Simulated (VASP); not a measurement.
Write the native input for VASP 6.6.1 that does the following.

```
Task                   : relaxation of cell and atoms
Functional             : PBE
Potentials or basis    : VASP PAW PBE potentials, release 64 (Sn_d, P)
Cutoff                 : 520 eV
k mesh                 : 5 × 5 × 5
Occupations            : gaussian, width 0.15 eV
Spin                   : no spin polarisation
Further INCAR settings : PREC = Normal; ALGO = Fast; EDIFF = 0.0001; IBRION = 2; EDIFFG = -0.08; NSW = 24; ISIF = 3
```

The structure of Sn3P2 lies in POSCAR:

```
Sn3P2
1.0
   -1.8235577600      1.8235577600      9.2656131200
    1.8235577600     -1.8235577600      9.2656131200
    1.8235577600      1.8235577600     -9.2656131200
Sn P
3 2
Direct
    0.9075946200      0.9075946200      0.0000000000
    0.0924053800      0.0924053800      0.0000000000
    0.5000000000      0.5000000000      0.0000000000
    0.3375167800      0.3375167800      0.0000000000
    0.6624832200      0.6624832200      0.0000000000
```

The cell was built by a generator and needn't be a form met in nature.

One way to write it, as run:

INCAR

```
  ALGO = Fast
  EDIFF = 1E-4
  EDIFFG = -0.08
  ENCUT = 520
  GGA = PE
  IBRION = 2
  ISIF = 3
  ISMEAR = 0
  LASPH = True
  LCHARG = False
  LREAL = False
  LWAVE = False
  NELM = 60
  NSW = 24
  PREC = Normal
  SIGMA = 0.15
```

KPOINTS

```
k-points
0
Gamma
  5 5 5
```

Potentials or basis: VASP PAW PBE potentials, release 64 (Sn_d, P).

The run is started by

```sh
$ cat potpaw_PBE.64/Sn_d/POTCAR potpaw_PBE.64/P/POTCAR > POTCAR
$ mpirun -np 1 vasp_std > vasp.out
```

Results of the run:

```yaml
Relaxed_volume: 27.23 Å³/atom
Relaxed_cell: a = 10.335 Å, b = 10.335 Å, c = 10.335 Å, α = 159.43°, β = 159.43°, γ = 29.24°
Space_group_after_relaxing_to_0.05_Å: I4/mmm (No. 139)
Energy_gained_by_relaxing: 203.2 meV/atom
Ionic_steps: 10
Pressure_after_relaxing: -0.1 GPa
Largest_force_after_relaxing: 0.080 eV/Å
Band_gap_on_the_k_mesh: none (metal or under the smearing width)
```

Caveat: the k mesh is coarse (spacing up to 0.49 Å⁻¹), so the values aren't converged; the relaxation stopped at a loose force limit of 0.08 eV/Å, so its end isn't a converged minimum.

Run time: 12 min on 1 thread of Intel(R) Xeon(R) Platinum 8488C (Sapphire Rapids), on a shared host, peak memory 0.44 GiB.
